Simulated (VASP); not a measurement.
Input:

```xyz
3
Lattice="2.1008 -3.6387 0.0000 2.1008 3.6387 0.0000 0.0000 0.0000 5.1644" Properties=species:S:1:pos:R:3 pbc="T T T"
Se     0.5063     0.8769     3.4429
Se     3.1890     0.0000     0.0000
Se     0.5063    -0.8769     1.7214
```

These are optB88-vdW, VASP's PBE PAW potentials (set 64) (plane waves; VASP) values and carry that method's errors. Numerical set-up: 520 eV cut-off, Gaussian smearing of 0.050 eV, potentials Se.

**Question.** Predict the band gap (along the path) with the smallest direct gap where there is one.

**Answer.** 
```
Property                               Result
------------------------------------  -------
band gap (along the path)             0.57 eV
smallest direct gap (along the path)  0.65 eV
```

Total energies compare only between runs with the same potentials, cut-off and functional.

The compound is Se in the trig structure. It was relaxed first.
